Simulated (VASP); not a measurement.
# Mg2Al (Fm-3m) in VASP: settings compared, part 2 of 2

VASP 6.6.1. The steps go on from the part before.

## (3) Relaxation of cell and atoms, RPBE

The input, INCAR:

```
PREC = Accurate
ENCUT = 600
EDIFF = 1E-6
ISMEAR = 1
SIGMA = 0.1
LREAL = F
LASPH = T
NELM = 80
ALGO = Normal
ISIF = 3
LWAVE = F
LCHARG = F
GGA = RP
IBRION = 2
NSW = 40
EDIFFG = -0.02
```

The input, KPOINTS:

```
regular mesh
0
Gamma
  7 7 7
```

The input, POSCAR:

```
Mg2Al
1.0
    0.0000000000      3.3229200000      3.3229200000
    3.3229200000      0.0000000000      3.3229200000
    3.3229200000      3.3229200000      0.0000000000
Mg Al
2 1
Direct
    0.2500000000      0.2500000000      0.2500000000
    0.7500000000      0.7500000000      0.7500000000
    0.0000000000      0.0000000000      0.0000000000
```

Potentials or basis: VASP PAW PBE potentials, release 64 (Mg, Al).

Launch:

```sh
$ cat potpaw_PBE.64/Mg/POTCAR potpaw_PBE.64/Al/POTCAR > POTCAR
$ mpirun -np 1 vasp_std > vasp.out
```

OUTCAR:

```text
PREC = Accurate
   ENCUT = 600
   EDIFF = 1E-6
   ISMEAR = 1
   LREAL = F
   LASPH = T
   NELM = 80
   ISIF = 3
   GGA = RP
   IBRION = 2
   NSW = 40
   EDIFFG = -0.02

 ion  position               nearest neighbor table
   1  0.250  0.250  0.250-   3 2.88   3 2.88   3 2.88   3 2.88   2 3.32   2 3.32   2 3.32   2 3.32
                             2 3.32   2 3.32
   2  0.750  0.750  0.750-   3 2.88   3 2.88   3 2.88   3 2.88   1 3.32   1 3.32   1 3.32   1 3.32
                             1 3.32   1 3.32
   3  0.000  0.000  0.000-   2 2.88   2 2.88   2 2.88   1 2.88   2 2.88   1 2.88   1 2.88   1 2.88

  LATTYP: Found a face centered cubic cell.
 ALAT       =     6.6458400000

  Lattice vectors:

 A1 = (   0.0000000000,   3.3229200000,   3.3229200000)
 A2 = (   3.3229200000,   0.0000000000,   3.3229200000)
 A3 = (   3.3229200000,   3.3229200000,   0.0000000000)

Analysis of symmetry for initial positions (statically):
=====================================================================
 Subroutine PRICEL returns:
 Original cell was already a primitive cell.

 Routine SETGRP: Setting up the symmetry group for a
 face centered cubic supercell.

 Subroutine GETGRP returns: Found 48 space group operations
 (whereof 48 operations were pure point group operations)
 out of a pool of 48 trial point group operations.

The static configuration has the point symmetry O_h .

Analysis of symmetry for dynamics (positions and initial velocities):
=====================================================================
 Subroutine PRICEL returns:
 Original cell was already a primitive cell.

 Routine SETGRP: Setting up the symmetry group for a
 face centered cubic supercell.

 Subroutine GETGRP returns: Found 48 space group operations
 (whereof 48 operations were pure point group operations)
 out of a pool of 48 trial point group operations.

The dynamic configuration has the point symmetry O_h .

 Subroutine INISYM returns: Found 48 space group operations
 (whereof 48 operations are pure point group operations),
 and found     1 'primitive' translations

[... 105 lines left out ...]
   EFERMI =   0.00;   METHOD = LEGACY
   ISMEAR =     1;   SIGMA  =   0.10  broadening in eV -4-tet -1-fermi 0-gaus
   EFERMI_NEDOS =   21; number of points for ismear=-14 and -15
   IALGO  =     38    algorithm
   IMIX   =      4    mixing-type and parameters
     AMIX     =   0.40;   BMIX     =  1.00
     AMIX_MAG =   1.60;   BMIX_MAG =  1.00
  volume/ion in A,a.u.               =      24.46       165.07
  Fermi-wavevector in a.u.,A,eV,Ry     =   0.748016  1.413546  7.612842  0.559528
  Thomas-Fermi vector in A             =   1.844206
   LORBIT       =      0    0 simple, 1 ext, 2 COOP (PROOUT), +10 PAW based schemes
   GGA     = RP    functional components
   LHFCALC =     F    Hartree Fock is set to
   AEXX    =    0.0000 exact exchange contribution
   IVDW    =     0    specifies the selected vdW correction
   LEPSILON=     F    determine dielectric tensor
   LRPA    =     F    only Hartree local field effects (RPA)
 conjugate gradient relaxation of ions
 non-spin polarized calculation
 Methfessel and Paxton  Order N= 1 SIGMA  =   0.10
  energy-cutoff  :      600.00
  volume of cell :       73.38
 maximum number of plane-waves:      2469
 NGX is ok and might be reduce to    40
   NGX = 19   NGY = 19   NGZ = 19

--------------------------------------- Ionic step        1  -------------------------------------------

 number of electron       7.0000000 magnetization

 Free energy of the ion-electron system (eV)
  ---------------------------------------------------
  ext. energy  EPLUGINS =         0.00000000
  ---------------------------------------------------
  free energy    TOTEN  =        -5.77836128 eV

  energy without entropy =       -5.77704532  energy(sigma->0) =       -5.77792262

------------------------ aborting loop because EDIFF is reached ----------------------------------------

  FORCE on cell =-STRESS in cart. coord.  units (eV):
  Direction    XX          YY          ZZ          XY          YZ          ZX
  --------------------------------------------------------------------------------------
  -------------------------------------------------------------------------------------
  Total        0.4176293      0.4176293      0.4176293      0.0000000      0.0000000      0.0000000
  in kB        9.1182582      9.1182582      9.1182582      0.0000000      0.0000000      0.0000000
  external PRESSURE =       9.1182582 kB  Pullay stress =       0.0000000 kB
[... 61 lines left out ...]
--------------------------------------- Ionic step        3  -------------------------------------------

 number of electron       7.0000000 magnetization

 Free energy of the ion-electron system (eV)
  ---------------------------------------------------
  ext. energy  EPLUGINS =         0.00000000
  ---------------------------------------------------
  free energy    TOTEN  =        -5.78322190 eV

  energy without entropy =       -5.78132805  energy(sigma->0) =       -5.78259062

 E-fermi :   2.5606     XC(G=0):  -8.1545

 val. band max:        2.5253419400   @ k =  -0.2857   0.2857   0.0000
 cond. band min:       2.5947946192   @ k =   0.2857   0.1429   0.0000
 fundamental gap:      0.0694526792
 Fermi energy:         2.5606049441

 k-point     1 :       0.0000    0.0000    0.0000
  band No.  band energies     occupation
      1      -4.6485      2.00000
      2       3.9043     -0.00000
      3       3.9043     -0.00000
      4       3.9043     -0.00000
      5       5.0047      0.00000
      6       5.0047      0.00000
      7       5.0047      0.00000
[... 218 lines left out ...]
  FREE ENERGIE OF THE ION-ELECTRON SYSTEM (eV)
  ---------------------------------------------------
  free  energy   TOTEN  =        -5.7832219043 eV

  energy  without entropy=       -5.7813280521  energy(sigma->0) =       -5.78259062

 reached required accuracy - stopping structural energy minimisation
```

OSZICAR:

```text
N       E                     dE             d eps       ncg     rms          rms(c)
DAV:   1     0.487290156284E+01    0.48729E+01   -0.20124E+03   280   0.684E+02
DAV:   2    -0.576904719879E+01   -0.10642E+02   -0.10239E+02   371   0.565E+01
DAV:   3    -0.587841955166E+01   -0.10937E+00   -0.10370E+00   364   0.677E+00
[... 20 lines left out ...]
DAV:   1    -0.578324659610E+01   -0.12719E-03   -0.12769E-03   301   0.234E-01    0.332E-02
DAV:   2    -0.578323038984E+01    0.16206E-04   -0.36205E-05   301   0.384E-02    0.977E-03
DAV:   3    -0.578322358256E+01    0.68073E-05   -0.13286E-05   287   0.169E-02    0.615E-03
DAV:   4    -0.578322226137E+01    0.13212E-05   -0.10821E-06   140   0.653E-03    0.254E-03
DAV:   5    -0.578322190426E+01    0.35711E-06   -0.14018E-07   140   0.328E-03
   3 F= -.57832219E+01 E0= -.57825906E+01  d E =-.486063E-02
```

CONTCAR:

```text
Mg2Al
   1.00000000000000
     0.0000000000000000    3.3492447775569834    3.3492447775569834
     3.3492447775569834    0.0000000000000000    3.3492447775569834
     3.3492447775569834    3.3492447775569834   -0.0000000000000000
  Mg              Al
     2     1
Direct
     0.2500000000000000    0.2500000000000000    0.2500000000000000
     0.7500000000000000    0.7500000000000000    0.7500000000000000
     0.0000000000000000    0.0000000000000000    0.0000000000000000

  0.00000000E+00  0.00000000E+00  0.00000000E+00
  0.00000000E+00  0.00000000E+00  0.00000000E+00
  0.00000000E+00  0.00000000E+00  0.00000000E+00
```

Run time: 20 s. Hardware: 1 thread of AMD EPYC 9R45 (Zen 5), shared host; peak memory 0.21 GiB.

Results:

```
Free energy                            : -5.7832 eV
Relaxed volume                         : 25.05 Å³/atom
Relaxed cell                           : a = 4.737 Å, b = 4.737 Å, c = 4.737 Å, α = 60.00°, β = 60.00°, γ = 60.00°
Space group after relaxing (to 0.05 Å) : Fm-3m (No. 225)
Energy gained by relaxing              : 1.6 meV/atom
Ionic steps                            : 3
Pressure after relaxing                : 0.0 GPa
Band gap on the k mesh                 : none (metal or under the smearing width)
```

The path:
```
step  energy change (eV)  largest force (eV/Å)  pressure (GPa)  volume (Å³)
   1              0.0000                0.0000            0.91        73.38
   2             -0.0048                0.0000            0.13        74.87
   3             -0.0049                0.0000            0.00        75.14
```

Final structure:
```
Mg Al
1.0
     0.00000    3.34924    3.34924
     3.34924    0.00000    3.34924
     3.34924    3.34924    0.00000
Mg Al
2 1
Cartesian
  1.6746 1.6746 1.6746
  5.0239 5.0239 5.0239
  0.0000 0.0000 0.0000
```

Caveat: the PAW data sets were made with another functional, which shifts forces and pressure a little.

## (4) The reference run

An earlier run on the cell as given: functional PBE; potentials or basis VASP PAW PBE potentials, release 64 (Mg, Al); cutoff 520 eV; k mesh 7 × 7 × 7; occupations fermi-dirac, width 0.05 eV; no spin polarisation.

* Pressure: -0.1 GPa
* Band gap on the k mesh: none (metal or under the smearing width)

## (5) Summary

```tsv
task	level	cell	cutoff (eV)	smearing	gap on the mesh (eV)	pressure (GPa)
relaxation of cell and atoms	PBE	relaxed	600	methfessel-paxton 0.1 eV	none	-0.1
relaxation of cell and atoms	RPBE	relaxed	600	methfessel-paxton 0.1 eV	none	0.0
single point	PBE	as given	520	fermi-dirac 0.05 eV	none	-0.1
```

Alike in all rows: potentials or basis VASP PAW PBE potentials, release 64 (Mg, Al); no spin polarisation; k mesh 7 × 7 × 7.

Caveats: the relaxation stopped at its first step, so nothing moved (some runs); the PAW data sets were made with another functional, which shifts forces and pressure a little (some runs).

Absolute energies hang on the potentials; compare differences alone.
